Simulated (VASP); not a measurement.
OSZICAR of a VASP run on AlN (zinc blende):

**OSZICAR**
```
       N       E                     dE             d eps       ncg     rms          rms(c)
DAV:   1     0.161936181033E+02    0.16194E+02   -0.44660E+03   752   0.973E+02
DAV:   2    -0.163189056153E+02   -0.32513E+02   -0.31142E+02   984   0.168E+02
DAV:   3    -0.171857098835E+02   -0.86680E+00   -0.86680E+00   856   0.345E+01
DAV:   4    -0.171885981726E+02   -0.28883E-02   -0.28883E-02  1136   0.190E+00
DAV:   5    -0.171886033813E+02   -0.52088E-05   -0.52088E-05   904   0.604E-02    0.851E+00
DAV:   6    -0.148637122754E+02    0.23249E+01   -0.13632E+01   880   0.251E+01    0.289E+00
DAV:   7    -0.148557081706E+02    0.80041E-02   -0.10132E-01   776   0.334E+00    0.195E+00
DAV:   8    -0.148498938743E+02    0.58143E-02   -0.19317E-02   856   0.206E+00    0.403E-01
DAV:   9    -0.148495692519E+02    0.32462E-03   -0.84748E-04  1056   0.248E-01    0.204E-01
DAV:  10    -0.148496803672E+02   -0.11112E-03   -0.32904E-04   824   0.155E-01    0.449E-02
DAV:  11    -0.148496754759E+02    0.48913E-05   -0.14952E-05   912   0.298E-02    0.160E-02
DAV:  12    -0.148496756482E+02   -0.17231E-06   -0.17523E-06   784   0.132E-02
   1 F= -.14184582E+02 E0= -.14184582E+02  d E =-.141846E+02
       N       E                     dE             d eps       ncg     rms          rms(c)
DAV:   1    -0.148737670959E+02   -0.24092E-01   -0.14642E+00   752   0.114E+01    0.164E+00
DAV:   2    -0.148184144459E+02    0.55353E-01   -0.30680E-01   808   0.404E+00    0.400E-01
DAV:   3    -0.148177939158E+02    0.62053E-03   -0.52012E-03   856   0.778E-01    0.134E-01
DAV:   4    -0.148174518769E+02    0.34204E-03   -0.17975E-04   952   0.138E-01    0.605E-02
DAV:   5    -0.148174030472E+02    0.48830E-04   -0.46983E-05   840   0.700E-02    0.299E-02
DAV:   6    -0.148174035322E+02   -0.48499E-06   -0.73574E-07   704   0.890E-03
   2 F= -.14184730E+02 E0= -.14184730E+02  d E =-.147657E-03
       N       E                     dE             d eps       ncg     rms          rms(c)
DAV:   1    -0.148556672877E+02   -0.38264E-01   -0.35266E-01   760   0.550E+00    0.807E-01
DAV:   2    -0.148420818428E+02    0.13585E-01   -0.78327E-02   792   0.204E+00    0.186E-01
DAV:   3    -0.148419435518E+02    0.13829E-03   -0.11197E-03   864   0.367E-01    0.648E-02
DAV:   4    -0.148418546680E+02    0.88884E-04   -0.45565E-05   936   0.697E-02    0.265E-02
DAV:   5    -0.148418418510E+02    0.12817E-04   -0.10466E-05   832   0.319E-02    0.143E-02
DAV:   6    -0.148418414701E+02    0.38091E-06   -0.18825E-07   416   0.446E-03
   3 F= -.14193312E+02 E0= -.14193312E+02  d E =-.872959E-02
```

Question: Which electronic solver shows in the log?

Answer: It is blocked Davidson (ALGO = Normal, or the opening steps of other solvers). The INCAR had ALGO = Normal.

Question: Can the final energy be trusted as converged?

Answer: The run converged. It stopped with EDIFF = 1E-6, NELM = 100, NSW = 40 and EDIFFG = -0.02 after 3 ionic steps (PBE GGA, plane waves, VASP's PBE PAW potentials (set 64)). Energy and stress use the plane-wave basis of the starting cell.

The compound is AlN in the zinc blende structure, a metastable form; wurtzite is the usual one. This run relaxes it under an external pressure of 5 GPa. Symmetry was kept, so distortions that lower it aren't found.
